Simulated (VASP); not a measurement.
Here is the system:

```
CELL_PARAMETERS angstrom
      3.09911     0.00000     0.00000
     -1.54955     2.68391     0.00000
      0.00000     0.00000     7.13814
ATOMIC_POSITIONS crystal
  Sn 0.33333 0.66667 0.03008
  Sn 0.66667 0.33333 0.53008
  O  0.33333 0.66667 0.34492
  O  0.66667 0.33333 0.84492
```

Calculation: PBEsol GGA, VASP's PBE PAW potentials (set 64) (plane waves; VASP). Numerical set-up: 620 eV cut-off, 11×11×5 Γ-centred mesh, first-order Methfessel-Paxton smearing of 0.10 eV, potentials Sn_d O.

Energy and stress use the plane-wave basis of the starting cell.

Q: The ions, cell shape and volume at an external pressure of 20.0 GPa are relaxed. Which structure does the run end with?

A: 
```
CELL_PARAMETERS angstrom
      2.99631     0.00000     0.00000
     -1.49816     2.59488     0.00000
      0.00000     0.00000     7.05010
ATOMIC_POSITIONS crystal
  Sn 0.33333 0.66667 0.03433
  Sn 0.66667 0.33333 0.53433
  O  0.33333 0.66667 0.34067
  O  0.66667 0.33333 0.84067
```
Space group P6_3mc (186), at a tolerance of 0.03 Å.

Q: How do energy and volume change from the first to the last step?

A: The energy (σ→0) changes by +102.6 meV/atom and the volume by -7.7 %, in 7 ionic steps.

The structure was generated: SnO was put into the wurtzite type (P6_3mc), which need not be its known phase. This run relaxes it under an external pressure of 20 GPa. Symmetry was kept, so distortions that lower it aren't found.
